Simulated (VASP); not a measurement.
# How biaxial strain in the (001) plane changes ZrC (Fm-3m)

Wanted: the elastic response of ZrC to biaxial strain in the (001) plane, with a fit that predicts a row left out.

Main program and level: VASP 6.6.1; PBEsol; plane waves and PAW (Zr_sv, C); cell typed or built by script, in the first sound run; inputs show where later runs differ.

Report form: the programs' logs are mostly left out.

## Step 1: Set-up

It takes space group Fm-3m (No. 225, cubic). Conventional cell: a = 4.700 Å, b = 4.700 Å, c = 4.700 Å, α = 90.00°, β = 90.00°, γ = 90.00°. Nearest to Zr lie 6 C at 2.35 Å. C has 6 Zr at 2.35 Å nearest. Farther neighbours are not listed.

As a file:

```xyz
2
Lattice="0.0000 2.3500 2.3500 2.3500 0.0000 2.3500 2.3500 2.3500 0.0000" Properties=species:S:1:pos:R:3 pbc="T T T"
Zr    0.0000    0.0000    0.0000
C     2.3500    2.3500    2.3500
```

## Step 2: Relax the crystal, PBEsol

The series starts from the cell that this level prefers, so that zero strain is near zero stress.

This step took 2 runs in a row; the last is shown.

Level: PBEsol; plane waves and PAW (Zr_sv, C); cell typed or built by script.

File INCAR:

```
SYSTEM = ZrC
PREC = Accurate
ENCUT = 600
EDIFF = 1E-07
NELM = 120
ISMEAR = 1
SIGMA = 0.15
LREAL = .FALSE.
ALGO = Normal
GGA = PS
NBANDS = 14
LASPH = .TRUE.
LORBIT = 11
LWAVE = .FALSE.
LCHARG = .FALSE.
KPAR = 8
IBRION = 2
NSW = 40
ISIF = 3
EDIFFG = -0.005
POTIM = 0.4
```

File POSCAR:

```
ZrC
1.0
    0.0000000000      2.3355427482      2.3355427482
    2.3355427482      0.0000000000      2.3355427482
    2.3355427482      2.3355427482      0.0000000000
Zr C
1 1
Direct
    0.0000000000      0.0000000000      0.0000000000
    0.5000000000      0.5000000000      0.5000000000
```

File KPOINTS:

```
Automatic mesh
0
Gamma
18 18 18
0 0 0
```

Potentials, in the order of the species: Zr_sv and C (PBE family, release 64).

The run is started by

```
mpirun -np 8 vasp_std
```

Run time: 34 s. Hardware: 8 MPI ranks of AMD EPYC 7R43, shared host; peak memory 1.6 GiB.

This run gave:

```
energy(sigma→0) of the program : -20.5736 eV
stress, compression positive   : xx, yy, zz -0.01, -0.01, -0.01 GPa
volume                         : 25.480 Å³
ionic steps                    : 1
```

## Step 3: Strain along the normal, PBEsol

One member in full: the plane is strained by 1 %, and the strain along the normal is moved by secant steps until the normal stress is under 0.012 GPa or five steps are spent; the atoms relax at each step.

This step took 4 runs, each at a new trial strain with the atoms of the one before; the last is shown.

Level: PBEsol; plane waves and PAW (Zr_sv, C); cell typed or built by script.

Changes to INCAR since step 2:

```diff
@@ -15,7 +15,7 @@
 LCHARG = .FALSE.
-KPAR = 8
-IBRION = 2
-NSW = 40
-ISIF = 3
-EDIFFG = -0.005
-POTIM = 0.4
+KPAR = 2
+IBRION = 1
+NSW = 25
+ISIF = 2
+EDIFFG = -0.004
+POTIM = 0.3
```

File POSCAR:

```
ZrC
1.0
    0.0000000000      2.3588981760      2.3255665220
    2.3588981760      0.0000000000      2.3255665220
    2.3588981760      2.3588981760      0.0000000000
Zr C
1 1
Direct
    0.0000000000      0.0000000000      0.0000000000
    0.5000000000      0.5000000000      0.5000000000
```

KPOINTS is that of step 2.

The run is started by

```
mpirun -np 2 vasp_std
```

Elapsed: 3.6 min, on 2 MPI ranks; peak memory 0.58 GiB.

Numbers from this step:

```
energy(sigma→0) of the program : -20.5654 eV
stress, compression positive   : xx, yy, zz -5.24, -5.24, 0.00 GPa
ionic steps                    : 1
```

## Step 4: The table

The other members went through these steps as far as the tables show, with the same cutoff and, step by step, the same mesh; 31 runs are not shown. The session took 3.5 core hours (wall time by ranks) on a shared machine.

| in-plane strain (%) | strain along the normal (%) | in-plane stress, tension positive (GPa) | energy above the unstrained row, extrapolated to no smearing (meV/atom) |
| --- | --- | --- | --- |
| -2.000 | 0.882 | -12.460 | 19.213 |
| -1.500 | 0.659 | -9.064 | 10.677 |
| -1.000 | 0.437 | -5.862 | 4.720 |
| -0.500 | 0.217 | -2.840 | 1.203 |
| 0 | 0.000 | 0.011 | 0.000 |
| 0.500 | -0.215 | 2.701 | 0.996 |
| 1.000 | -0.427 | 5.240 | 4.082 |
| 1.500 | -0.633 | ? | ? |
| 2.000 | -0.835 | 9.898 | 16.102 |

## Step 5: Stress from the known rows

Fitting a parabola to the 8 known rows (e: strain in %) gives stress = − 0.3226 e² + 5.578 e + 0.01287 in GPa; the residuals are 0.021 GPa r.m.s.

For the withheld row, e = 1.5, the fit gives 7.654 GPa.

## Step 6: Prediction against calculation

The calculation gives 7.638 GPa, so the prediction is 0.016 GPa too high, within twice the residual of the fit.

Slopes at zero strain, from cubics through all rows: strain ratio -0.433, stress over strain 554 GPa.

## Step 7: Results

* error of the predicted stress: 0.016 GPa
* ratio of normal to in-plane strain: -0.433
* biaxial modulus: 554 GPa

As a check, the curvature of the energy gives 553 GPa for the same modulus (energy per volume = M × strain²), 0 % from the slope of the stress. The energy also has a linear term worth 0.10 GPa that the stress column lacks, a mark of the finite basis or of the smearing. These are static values: temperature and zero-point motion are left out. In a metal the slopes also depend on mesh and smearing, which were held through the series.

[Lines on the potential files, build, host, timing and source positions are cut from VASP's logs without a mark.]

[Logs are printed without paths, hosts, clocks, repeated set-up lines and the standing remarks that a program may print on its own settings, such as how far it seeks lower states.]

[Hosts, paths, dates, database ids (printed as entryN), source tags and the programs' standing remarks are cut or masked in the printed files.]

[In band tables of VASP the shares of atoms and orbitals are scaled to a sum of 1 inside the atoms' spheres.]
